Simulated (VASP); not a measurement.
Level of theory: PBEsol GGA, VASP's PBE PAW potentials (set 64) (plane waves; VASP).

A VASP calculation is set up with these files.

INCAR:
```
LWAVE = .FALSE.
GGA = PS
SYSTEM = CsSnI3
NBANDS = 156
LMAXMIX = 4   # l cut-off of mixed one-centre charges
NEDOS = 1001   # DOS grid
EDIFF = 1E-7   # SCF stop (eV)
ENCUT = 400
ALGO = Normal   # blocked Davidson
LASPH = .TRUE.
LCHARG = .FALSE.
NELM = 100   # most electronic steps
SIGMA = 0.01
LOPTICS = .TRUE.
ISMEAR = 0
CSHIFT = 0.1
PREC = Accurate
LREAL = .FALSE.   # projection in real space or not
```

**KPOINTS**
```
Automatic mesh
0
gamma
 6 6 8
```

File POSCAR:
```
CsSnI3
1
    8.5427718452     0.0000000000     0.0000000000
    0.0000000000     8.5427718452     0.0000000000
    0.0000000000     0.0000000000     6.2497182920
Cs Sn I
2 2 6
Direct
  0.0000000000   0.5000000000   0.0000000000
  0.5000000000   0.0000000000   0.0000000000
  0.5000000000   0.5000000000   0.5000000000
  0.0000000000   0.0000000000   0.5000000000
  0.8065405615   0.6934594385   0.5000000000
  0.1934594385   0.3065405615   0.5000000000
  0.3065405615   0.8065405615   0.5000000000
  0.6934594385   0.1934594385   0.5000000000
  0.5000000000   0.5000000000   0.0000000000
  0.0000000000   0.0000000000   0.0000000000
```

POTCAR, in this order: Cs_sv Sn_d I (PBE.64 set). Program: vasp_std.

Output

File OUTCAR:
```
 ion  position               nearest neighbor table
   1  0.000  0.500  0.000-
   2  0.500  0.000  0.000-
   3  0.500  0.500  0.500-   5 3.10   6 3.10   7 3.10   8 3.10   9 3.12   9 3.12
   4  0.000  0.000  0.500-   5 3.10   6 3.10   7 3.10   8 3.10  10 3.12  10 3.12
   5  0.807  0.693  0.500-   3 3.10   4 3.10
   6  0.193  0.307  0.500-   3 3.10   4 3.10
   7  0.307  0.807  0.500-   3 3.10   4 3.10
   8  0.693  0.193  0.500-   3 3.10   4 3.10
   9  0.500  0.500  0.000-   3 3.12   3 3.12
  10  0.000  0.000  0.000-   4 3.12   4 3.12
  LATTYP: Found a simple tetragonal cell.
 ALAT       =     8.5427718452
 C/A-ratio  =     0.7315796799
 Subroutine PRICEL returns:
 Original cell was already a primitive cell.
 Subroutine GETGRP returns: Found 16 space group operations
The static configuration has the point symmetry C_4h.
 The point group associated with its full space group is D_4h.
The dynamic configuration has the point symmetry C_4h.
 Subroutine INISYM returns: Found 16 space group operations
 Subroutine IBZKPT returns following result:
 Found     50 irreducible k-points:

 Following reciprocal coordinates:
            Coordinates               Weight
  0.000000  0.000000  0.000000      1.000000
  0.166667  0.000000  0.000000      4.000000
  0.333333  0.000000  0.000000      4.000000
  0.500000  0.000000  0.000000      2.000000
  0.166667  0.166667  0.000000      4.000000
  0.333333  0.166667  0.000000      8.000000
  0.500000  0.166667  0.000000      4.000000
  0.333333  0.333333  0.000000      4.000000
  0.500000  0.333333  0.000000      4.000000
  0.500000  0.500000  0.000000      1.000000
  0.000000  0.000000  0.125000      2.000000
  0.166667  0.000000  0.125000      8.000000
  0.333333  0.000000  0.125000      8.000000
  0.500000  0.000000  0.125000      4.000000
...
```

File OSZICAR:
```
       N       E                     dE             d eps       ncg     rms          rms(c)
DAV:   1     0.624903723879E+03    0.62490E+03   -0.24146E+04 15600   0.423E+02
DAV:   2     0.742976978717E+02   -0.55061E+03   -0.49362E+03 16600   0.121E+02
DAV:   3    -0.263390949025E+02   -0.10064E+03   -0.96308E+02 18172   0.610E+01
DAV:   4    -0.306104173442E+02   -0.42713E+01   -0.42575E+01 18808   0.128E+01
DAV:   5    -0.307334829082E+02   -0.12307E+00   -0.12304E+00 21512   0.215E+00    0.617E+00
DAV:   6    -0.302852042341E+02    0.44828E+00   -0.12905E-01 23072   0.130E+00    0.368E+00
DAV:   7    -0.302505413046E+02    0.34663E-01   -0.21034E-01 22704   0.827E-01    0.123E+00
DAV:   8    -0.302568278295E+02   -0.62865E-02   -0.53319E-02 21120   0.625E-01    0.416E-01
DAV:   9    -0.302550817395E+02    0.17461E-02   -0.28948E-03 21680   0.156E-01    0.163E-01
DAV:  10    -0.302553696476E+02   -0.28791E-03   -0.97891E-04 19936   0.567E-02    0.974E-02
DAV:  11    -0.302555427236E+02   -0.17308E-03   -0.25551E-04 17744   0.529E-02    0.369E-02
DAV:  12    -0.302555272677E+02    0.15456E-04   -0.32136E-05 17856   0.142E-02    0.124E-02
DAV:  13    -0.302555349991E+02   -0.77314E-05   -0.10122E-05 17840   0.620E-03    0.885E-03
DAV:  14    -0.302555347003E+02    0.29887E-06   -0.13083E-06 19416   0.287E-03    0.244E-03
DAV:  15    -0.302555347744E+02   -0.74144E-07   -0.18810E-07 18952   0.757E-04
   1 F= -.30255535E+02 E0= -.30255535E+02  d E =-.698641E-34
 imaginary and real dielectric function
```

**OUTCAR**
```
------------------------ aborting loop because EDIFF is reached ----------------------------------------
  FORCE on cell =-STRESS in cart. coord.  units (eV):
  Direction    XX          YY          ZZ          XY          YZ          ZX
  --------------------------------------------------------------------------------------
  Total       -0.2895554     -0.2895554     -0.6518869      0.0000000      0.0000000      0.0000000
  in kB       -1.0171479     -1.0171479     -2.2899436      0.0000000      0.0000000      0.0000000
  external PRESSURE =      -1.4414132 kB  Pullay stress =       0.0000000 kB
  volume of cell :      456.10
      direct lattice vectors                 reciprocal lattice vectors
     8.542771845  0.000000000  0.000000000     0.117058025  0.000000000  0.000000000
     0.000000000  8.542771845  0.000000000     0.000000000  0.117058025  0.000000000
     0.000000000  0.000000000  6.249718292     0.000000000  0.000000000  0.160007212
 POSITION                                       TOTAL-FORCE (eV/Angst)
 -----------------------------------------------------------------------------------
      0.00000      4.27139      0.00000         0.000000     -0.000000     -0.000000
      4.27139      0.00000      0.00000         0.000000     -0.000000     -0.000000
      4.27139      4.27139      3.12486         0.000000     -0.000000     -0.000000
      0.00000      0.00000      3.12486         0.000000     -0.000000     -0.000000
      6.89009      5.92407      3.12486        -0.006908      0.006908     -0.000000
      1.65268      2.61871      3.12486         0.006908     -0.006908      0.000000
      2.61871      6.89009      3.12486        -0.006908     -0.006908     -0.000000
      5.92407      1.65268      3.12486         0.006908      0.006908      0.000000
      4.27139      4.27139      0.00000         0.000000     -0.000000     -0.000000
      0.00000      0.00000      0.00000         0.000000     -0.000000     -0.000000
 -----------------------------------------------------------------------------------
    total drift:                                0.000000      0.000000      0.000000
  FREE ENERGIE OF THE ION-ELECTRON SYSTEM (eV)
  ---------------------------------------------------
  free  energy   TOTEN  =       -30.2555347744 eV

  energy  without entropy=      -30.2555347744  energy(sigma->0) =      -30.25553477

 plasma frequency squared (from intraband transitions) (eV^2)
  --------------------------------------------------------------------------------------
       0.000       0.000      -0.000
       0.000       0.000       0.000
      -0.000       0.000       0.000

 plasma frequency squared (from interband transitions, int dw w eps(2)(w)) (eV^2)
  --------------------------------------------------------------------------------------
     216.216       0.000       0.000      -0.000      -0.000       0.000
       0.000       0.000     216.216       0.000      -0.000      -0.000
      -0.000      -0.000      -0.000       0.000     217.963       0.000
```
(Selected blocks of OUTCAR.)

The dielectric response may not be converged in the k-mesh; for small gaps it tends to come out too large.

The structure comes from a computed database's CsSnI3 entry (P4/mbm); how it stands against other phases isn't given here. It was relaxed first.
